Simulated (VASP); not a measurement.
# Pt: Pt into a neighbouring Pt vacancy, part 3 of 4

Aim: the barrier for one hop in Pt: Pt into a neighbouring Pt vacancy.

VASP 6.6.1; PBEsol; plane waves and PAW (Pt).

So far. Step 2 (Relax the host): The run ended after 3 ionic steps, 0.000 eV below its first step, once forces and stress met EDIFFG = -0.02. Step 3 (Relax the start): The run ended after 12 ionic steps, 0.565 eV below its first step, once the forces on the free atoms met EDIFFG = -0.05.

### 4. Relax the end

The end state is relaxed in the same way, so that both ends share their errors.

The input, INCAR:

```
SYSTEM = Pt
PREC = Normal
ENCUT = 280
EDIFF = 1E-05
NELM = 120
ISMEAR = 1
SIGMA = 0.15
LREAL = Auto
ALGO = Fast
GGA = PS
NBANDS = 180
LASPH = .TRUE.
LORBIT = 11
LWAVE = .FALSE.
LCHARG = .FALSE.
KPAR = 6
IBRION = 2
NSW = 60
ISIF = 2
EDIFFG = -0.05
POTIM = 0.4
MAXMIX = 40
ISYM = 0
```

The input, POSCAR:

```
Pt
1.0
    7.8247718132      0.0000000000      0.0000000000
    0.0000000000      7.8247718132      0.0000000000
    0.0000000000      0.0000000000      7.8247718132
Pt
31
Direct
    0.4993383882      0.0026984628     -0.0057531499
    0.7496455991      0.0000843478      0.2463568293
    0.0008506666     -0.0016646645      0.0022043960
    0.2496789885      0.2517103457      0.0031153461
    0.5009787623      0.4977616698     -0.0038705758
    0.7544816236      0.7497155388     -0.0017599617
    0.2503687190     -0.0004892445      0.2521780629
    0.5000867199      0.2500351437      0.2481735449
    0.7512002091      0.4973574521      0.2517020035
    0.5038951615     -0.0038970748      0.4936963549
    0.7515767329      0.2565123888      0.4974416510
    0.7468032403      0.0015053958      0.7478511282
   -0.0012933936      0.4991102169      0.0013597894
    0.2489640532      0.7507102644     -0.0004512164
   -0.0021589667      0.2491825289      0.2475707926
    0.2500166522      0.4971274147      0.2472065783
    0.5037239727      0.7498640619      0.2498622272
    0.0013074795     -0.0010757042      0.4994158670
    0.2510866738      0.2507218507      0.4970368549
    0.5021300112      0.4984908571      0.4973006780
    0.7476983992      0.7490017719      0.5041593552
    0.2469953478      0.0004091516      0.7445357528
    0.4999959949      0.2522992783      0.7493950921
    0.7483913782      0.5005917388      0.7517895774
    0.0016962988      0.7550416137      0.2505346289
   -0.0015141914      0.4996779991      0.4998146948
    0.2502779311      0.7499232494      0.5004446543
   -0.0042706678      0.2521205192      0.7485309750
    0.2470014239      0.5016300824      0.7533670656
    0.5012601726      0.7504119208      0.7476172588
    0.0073396833      0.7522499279      0.7470879798
```

The input, KPOINTS:

```
Automatic mesh
0
Monkhorst-Pack
3 3 3
0 0 0
```

The projector-augmented-wave data sets are Pt (PBE family, release 64).

Started as:

```bash
mpirun -np 6 vasp_std
```

The log of the run:

```text
[... set-up lines as in an earlier step ...]
 entering main loop
       N       E                     dE             d eps       ncg     rms          rms(c)
DAV:   1     0.135802793614E+04    0.13580E+04   -0.10788E+05  5064   0.100E+03
DAV:   2    -0.151917926900E+03   -0.15099E+04   -0.14325E+04  5476   0.271E+02
DAV:   3    -0.226450361394E+03   -0.74532E+02   -0.67860E+02  6008   0.520E+01
DAV:   4    -0.228646681842E+03   -0.21963E+01   -0.21571E+01  5948   0.871E+00
DAV:   5    -0.228699059018E+03   -0.52377E-01   -0.52282E-01  6080   0.129E+00    0.723E+01
RMM:   6    -0.216192555316E+03    0.12507E+02   -0.29384E+01  5040   0.139E+01    0.393E+01
RMM:   7    -0.225734257848E+03   -0.95417E+01   -0.31217E+01  5042   0.115E+01    0.350E+01
RMM:   8    -0.216126677283E+03    0.96076E+01   -0.11657E+01  5040   0.734E+00    0.136E+01
RMM:   9    -0.214926624547E+03    0.12001E+01   -0.37050E+00  5040   0.376E+00    0.839E+00
RMM:  10    -0.215023399446E+03   -0.96775E-01   -0.19285E+00  5044   0.269E+00    0.731E+00
RMM:  11    -0.214664410238E+03    0.35899E+00   -0.58111E-01  5040   0.167E+00    0.383E+00
RMM:  12    -0.214607992048E+03    0.56418E-01   -0.17428E-01  5050   0.829E-01    0.242E+00
RMM:  13    -0.214575173246E+03    0.32819E-01   -0.67923E-02  5049   0.515E-01    0.111E+00
RMM:  14    -0.214568290757E+03    0.68825E-02   -0.16796E-02  5156   0.230E-01    0.801E-01
RMM:  15    -0.214566680698E+03    0.16101E-02   -0.43993E-03  5417   0.966E-02    0.677E-01
RMM:  16    -0.214565165253E+03    0.15154E-02   -0.17262E-03  5125   0.719E-02    0.514E-01
RMM:  17    -0.214563795795E+03    0.13695E-02   -0.21660E-03  5346   0.876E-02    0.159E-01
RMM:  18    -0.214563663333E+03    0.13246E-03   -0.54325E-04  5093   0.414E-02    0.745E-02
RMM:  19    -0.214563667090E+03   -0.37568E-05   -0.23720E-04  5446   0.231E-02    0.696E-02
RMM:  20    -0.214563652239E+03    0.14851E-04   -0.73952E-05  4413   0.146E-02    0.408E-02
RMM:  21    -0.214563648838E+03    0.34006E-05   -0.23293E-05  2974   0.868E-03
   1 F= -.21456365E+03 E0= -.21453132E+03  d E =-.214564E+03
 curvature:   0.00 expect dE= 0.000E+00 dE for cont linesearch  0.000E+00
 trial: gam= 0.00000 g(F)=  0.480E+00 g(S)=  0.000E+00 ort = 0.000E+00 (trialstep = 0.100E+01)
 search vector abs. value=  0.480E+00
 bond charge predicted
       N       E                     dE             d eps       ncg     rms          rms(c)
DAV:   1    -0.214790655381E+03   -0.22700E+00   -0.10432E+02  5056   0.198E+01    0.185E+00
RMM:   2    -0.214899244253E+03   -0.10859E+00   -0.10471E+00  5040   0.277E+00    0.181E+00
RMM:   3    -0.214904538330E+03   -0.52941E-02   -0.18530E-01  5091   0.105E+00    0.119E+00
RMM:   4    -0.214898022989E+03    0.65153E-02   -0.46927E-02  5228   0.464E-01    0.725E-01
RMM:   5    -0.214895792484E+03    0.22305E-02   -0.18475E-02  5058   0.279E-01    0.602E-01
RMM:   6    -0.214894376021E+03    0.14165E-02   -0.12910E-02  5042   0.234E-01    0.264E-01
RMM:   7    -0.214894005724E+03    0.37030E-03   -0.31474E-03  5222   0.109E-01    0.230E-01
RMM:   8    -0.214893489832E+03    0.51589E-03   -0.15602E-03  5070   0.732E-02    0.754E-02
RMM:   9    -0.214893506012E+03   -0.16181E-04   -0.56810E-04  5439   0.418E-02    0.555E-02
RMM:  10    -0.214893499837E+03    0.61757E-05   -0.11991E-04  5266   0.196E-02    0.294E-02
RMM:  11    -0.214893497679E+03    0.21574E-05   -0.32082E-05  3261   0.990E-03
   2 F= -.21489350E+03 E0= -.21486118E+03  d E =-.329849E+00
[...]
3 F= -.21495111E+03 E0= -.21491928E+03  d E =-.387466E+00
[...]
4 F= -.21502231E+03 E0= -.21499103E+03  d E =-.711970E-01
[...]
5 F= -.21502997E+03 E0= -.21499919E+03  d E =-.788526E-01
[...]
6 F= -.21502999E+03 E0= -.21499925E+03  d E =-.788762E-01
[...]
7 F= -.21503655E+03 E0= -.21500585E+03  d E =-.656246E-02
[...]
8 F= -.21503704E+03 E0= -.21500636E+03  d E =-.704801E-02
 curvature:  -0.87 expect dE=-0.116E-02 dE for cont linesearch -0.656E-06
 trial: gam= 0.14508 g(F)=  0.133E-02 g(S)=  0.000E+00 ort = 0.818E-04 (trialstep = 0.130E+01)
 search vector abs. value=  0.154E-02
 bond charge predicted
       N       E                     dE             d eps       ncg     rms          rms(c)
DAV:   1    -0.215037961999E+03   -0.93231E-03   -0.54781E-01  5048   0.144E+00    0.731E-02
RMM:   2    -0.215038456145E+03   -0.49415E-03   -0.50606E-03  5040   0.197E-01    0.540E-02
RMM:   3    -0.215038530708E+03   -0.74563E-04   -0.98023E-04  5362   0.722E-02    0.486E-02
RMM:   4    -0.215038516184E+03    0.14524E-04   -0.22495E-04  5150   0.312E-02    0.400E-02
RMM:   5    -0.215038494238E+03    0.21946E-04   -0.94673E-05  5048   0.205E-02    0.304E-02
RMM:   6    -0.215038492848E+03    0.13904E-05   -0.72931E-05  4998   0.177E-02
   9 F= -.21503849E+03 E0= -.21500775E+03  d E =-.145398E-02
 trial-energy change:   -0.001454  1 .order   -0.001412   -0.001744   -0.001079
 step:   2.5213(harm=  3.4194)  dis= 0.00385  next Energy=  -215.039032 (dE=-0.199E-02)
 reached required accuracy - stopping structural energy minimisation
```

The job ended after 3.1 min (6 MPI ranks of Intel Xeon 6975P-C (Granite Rapids), shared host; peak memory 2.6 GiB; 19 min of CPU time).

Parts of OUTCAR (step 4):

```text
 Found     14 irreducible k-points:

   NELECT =     310.0000    total number of electrons

 E-fermi :  10.7010

 k-point     1 :       0.0000    0.0000    0.0000
  band No.  band energies     occupation
    ...
    146      10.3930      2.01340
    147      10.5210      2.07072
    148      10.5234      2.07037
    149      10.7297      0.68223
    150      10.7298      0.68138
    151      10.7903      0.16428
    152      10.7920      0.15396
    153      10.7927      0.15007
    154      10.7933      0.14633
    155      10.9205     -0.05851
    ...

 k-point     2 :       0.3333    0.0000    0.0000
  band No.  band energies     occupation
    ...
    154      10.6189      1.78962
    155      10.6202      1.78096
    156      10.7345      0.63245
    157      10.7354      0.62329
    158      10.7457      0.51958
    159      10.7485      0.49286
    160      11.0011     -0.01596
    161      11.2285     -0.00001
    162      11.2305     -0.00001
    163      11.2426     -0.00000
    ...

  Total       -8.8801023     -8.8796011     -8.8806551     -0.0052781      0.0091906      0.0037534
  in kB      -29.6970634    -29.6953875    -29.6989121     -0.0176510      0.0307355      0.0125521
  external PRESSURE =     -29.6971210 kB  Pullay stress =       0.0000000 kB

 POSITION                                       TOTAL-FORCE (eV/Angst)
 -----------------------------------------------------------------------------------
      3.96270      0.05336      7.80932         0.011002     -0.005990      0.023057
      5.86911      0.05084      1.89297         0.002885      0.003105      0.013673
      7.77920      0.05164      7.81554        -0.014496      0.005450     -0.006395
      1.95516      1.95534      7.82048         0.010639      0.014482     -0.002955
      3.96527      3.86229      7.81585        -0.001748      0.011266      0.006213
      5.87370      5.87347      7.81236        -0.007878     -0.002402      0.024235
      1.96400      0.01727      1.93513        -0.017634     -0.003612     -0.006240
      3.96957      1.95735      1.89116        -0.007301      0.006503      0.021234
      5.87304      3.86485      1.89701        -0.009451      0.005458     -0.001332
      3.93361      0.01797      3.90062        -0.024459      0.001136      0.013137
      5.86721      1.96118      3.90418         0.017254     -0.015649      0.008911
      5.86771      0.05615      5.90848         0.010826     -0.012335      0.011188
      7.77695      3.86471      7.82327         0.006537      0.000256     -0.030520
      1.95838      5.87225      7.82008         0.002877     -0.011603     -0.003903
      7.77165      1.95378      1.89937         0.018076      0.017866     -0.008483
      1.95852      3.89615      1.93186        -0.002631      0.012073      0.011880
      3.93696      5.86740      1.92822        -0.023894      0.012040      0.016556
      7.80762      0.01921      3.90419         0.018032      0.001068     -0.007195
      1.95624      1.96084      3.90053         0.006345     -0.010461      0.016634
      3.93062      3.89693      3.90401        -0.004743      0.011680     -0.005359
      5.87057      5.86872      3.90983        -0.014020      0.003106     -0.013855
      1.95757      0.02220      5.86996         0.001982     -0.010914      0.026227
      3.95977      1.96242      5.90781         0.011148     -0.013017     -0.000110
      5.87125      3.86442      5.91814         0.002863     -0.003398     -0.032333
      7.81131      5.87375      1.93647        -0.004723     -0.012288     -0.013612
      7.80865      3.89819      3.90798         0.003158      0.000486     -0.022211
      1.96276      5.86773      3.90334        -0.022301      0.006059      0.006730
      7.77063      1.95983      5.91465         0.022511     -0.006114     -0.015405
      1.95333      3.89666      5.88210         0.013497      0.000326     -0.026683
      3.92781      5.86913      5.87792         0.009358      0.004722     -0.002774
      7.81510      5.87403      5.87678        -0.013713     -0.009298     -0.000309
 -----------------------------------------------------------------------------------
    total drift:                               -0.012721     -0.017362      0.085587

  FREE ENERGIE OF THE ION-ELECTRON SYSTEM (eV)
  ---------------------------------------------------
  free  energy   TOTEN  =      -215.0384928477 eV

  energy  without entropy=     -214.9462761411  energy(sigma->0) =     -215.00775395

 total charge
# of ion       s       p       d       tot
------------------------------------------
    1        0.644   0.604   8.011   9.259
    2        0.644   0.604   8.010   9.258
    3        0.644   0.604   8.011   9.259
    4        0.643   0.637   8.024   9.304
    5        0.645   0.604   8.011   9.259
    6        0.643   0.637   8.024   9.304
    7        0.631   0.601   8.019   9.251
    8        0.644   0.603   8.010   9.257
    9        0.644   0.604   8.011   9.259
   10        0.631   0.601   8.019   9.250
   11        0.643   0.637   8.023   9.304
   12        0.644   0.603   8.011   9.258
   13        0.644   0.604   8.011   9.260
   14        0.617   0.582   8.043   9.242
   15        0.644   0.603   8.011   9.258
   16        0.631   0.601   8.019   9.251
   17        0.631   0.601   8.019   9.250
   18        0.631   0.601   8.019   9.251
   19        0.617   0.582   8.043   9.241
   20        0.631   0.601   8.019   9.251
   21        0.617   0.582   8.043   9.242
   22        0.631   0.601   8.020   9.251
   23        0.644   0.604   8.011   9.260
   24        0.644   0.603   8.012   9.259
   25        0.631   0.600   8.020   9.251
   26        0.631   0.601   8.019   9.251
   27        0.626   0.596   8.009   9.231
   28        0.644   0.603   8.011   9.258
   29        0.631   0.601   8.020   9.251
   30        0.631   0.601   8.020   9.251
   31        0.631   0.601   8.020   9.252
--------------------------------------------------
tot         19.705  18.706 248.573 286.984

[... 6 parts as in an earlier step ...]

[... 6 further parts left out ...]
```

Relaxation path:

```
step  energy less that of the first step (eV)  largest force (eV/Å)
   1                                   0.0000                1.0068
   2                                  -0.3298                0.4998
   3                                  -0.3875                0.4466
   4                                  -0.4587                0.1891
   5                                  -0.4663                0.1298
   6                                  -0.4663                0.1376
   7                                  -0.4729                0.0514
   8                                  -0.4734                0.0503
   9                                  -0.4748                0.0326
```

The atoms that moved most (Å):

```
atom      dx      dy      dz  length
 Pt3  -0.052   0.065  -0.026   0.087
 Pt9  -0.005  -0.027  -0.073   0.077
 Pt8   0.057   0.001  -0.051   0.076
Pt12   0.024   0.044   0.057   0.076
Pt31  -0.067  -0.012   0.031   0.075
 Pt1   0.055   0.032   0.030   0.071
Pt23   0.047  -0.012   0.044   0.066
Pt24   0.015  -0.053   0.036   0.065
```

Final coordinates:

```xyz
31
Lattice="7.8248 0.0000 0.0000 0.0000 7.8248 0.0000 0.0000 0.0000 7.8248" Properties=species:S:1:pos:R:3 pbc="T T T"
Pt    3.9627    0.0534   -0.0155
Pt    5.8691    0.0508    1.8930
Pt   -0.0456    0.0516   -0.0092
Pt    1.9552    1.9553   -0.0043
Pt    3.9653    3.8623   -0.0089
Pt    5.8737    5.8735   -0.0124
Pt    1.9640    0.0173    1.9351
Pt    3.9696    1.9573    1.8912
Pt    5.8730    3.8649    1.8970
Pt    3.9336    0.0180    3.9006
Pt    5.8672    1.9612    3.9042
Pt    5.8677    0.0562    5.9085
Pt   -0.0478    3.8647   -0.0015
Pt    1.9584    5.8722   -0.0047
Pt   -0.0531    1.9538    1.8994
Pt    1.9585    3.8962    1.9319
Pt    3.9370    5.8674    1.9282
Pt   -0.0172    0.0192    3.9042
Pt    1.9562    1.9608    3.9005
Pt    3.9306    3.8969    3.9040
Pt    5.8706    5.8687    3.9098
Pt    1.9576    0.0222    5.8700
Pt    3.9598    1.9624    5.9078
Pt    5.8712    3.8644    5.9181
Pt   -0.0135    5.8737    1.9365
Pt   -0.0161    3.8982    3.9080
Pt    1.9628    5.8677    3.9033
Pt   -0.0541    1.9598    5.9146
Pt    1.9533    3.8967    5.8821
Pt    3.9278    5.8691    5.8779
Pt   -0.0097    5.8740    5.8768
```

This step gave:

```
electronic cycles       : 79
free energy (TOTEN)     : -215.0385 eV
energy at zero smearing : -215.0078 eV
```

The run ended after 9 ionic steps, 0.475 eV below its first step, once the forces on the free atoms met EDIFFG = -0.05.

(Part 3 of 4 ends here.)

[Lines on the potential files, build, host, timing and source positions are cut from VASP's logs without a mark.]

[Logs are printed without paths, hosts, clocks, repeated set-up lines and the standing remarks that a program may print on its own settings, such as how far it seeks lower states.]

[Hosts, paths, dates, database ids (printed as entryN), source tags and the programs' standing remarks are cut or masked in the printed files.]

[Runs that stopped without an error message from VASP are left out.]
